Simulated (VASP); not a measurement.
LaMg6Cr:

```xyz
8
Lattice="5.2194 0.0000 0.0000 0.0000 3.2398 5.7767 0.0000 -3.2398 5.7767" Properties=species:S:1:pos:R:3 pbc="T T T"
La    2.6097    0.0000    1.9304
Cr    2.6097    0.0000    7.6758
Mg    0.0000    0.0000    9.5760
Mg    0.0000    0.0000    3.9069
Mg    0.0000   -1.5314    6.7298
Mg    0.0000    1.5314    6.7298
Mg    2.6097   -1.5842    4.8326
Mg    2.6097    1.5842    4.8326
```

The cell comes from a database or a generator and needn't be the stable form of this composition.

* Program: VASP 6.6.1
* Task: single point
* Functional: PBE
* Potentials or basis: VASP PAW PBE potentials, release 64 (La, Cr_pv, Mg)
* Cutoff: 520 eV
* k mesh: 5 × 5 × 5
* Occupations: fermi-dirac, width 0.05 eV
* Spin: collinear spin, ferromagnetic start
* Starting moments: [0.0, 3.0, 0.0, 0.0, 0.0, 0.0, 0.0, 0.0] μB

On this cell: pressure -0.1 GPa; largest force 0.109 eV/Å; net moment 4.18 μB per cell; site moments La -0.02; Cr +3.73; Mg -0.01, +0.01 μB; band gap on the k mesh none (metal or under the smearing width).

The same run follows on a disturbed copy (atoms moved at random, drawn with an rms of 0.05 Å):

```
La Cr Mg
1.0
     5.21935    0.00000    0.00000
     0.00000    3.23981    5.77672
     0.00000   -3.23981    5.77672
La Cr Mg
1 1 6
Direct
  0.49372 0.16740 0.16827
  0.51020 0.65850 0.66653
  0.00006 0.82756 0.83845
  0.01155 0.33715 0.33455
  0.99539 0.34742 0.82076
  0.99917 0.82116 0.34397
  0.49964 0.17276 0.66213
  0.50813 0.66232 0.17542
```

What does the disturbed cell give?

The energy (extrapolated to zero smearing) moves by +4.4 meV/atom; pressure 0.0 GPa; largest force 0.347 eV/Å; net moment 4.19 μB per cell; site moments La -0.02; Cr +3.74; Mg -0.01, +0.01 μB; band gap on the k mesh none (metal or under the smearing width).

Forces in eV/Å, atoms in the order of the input:
```
La   0.331  0.005 -0.102
Cr  -0.144  0.063 -0.004
Mg   0.061  0.087 -0.190
Mg  -0.266 -0.056  0.188
Mg   0.041  0.117 -0.069
Mg   0.004 -0.169  0.003
Mg   0.037  0.010  0.113
Mg  -0.064 -0.056  0.061
```

Stress tensor (GPa, compression positive):
```
-0.07  0.04 -0.24
 0.04 -0.16  0.02
-0.24  0.02  0.08
```
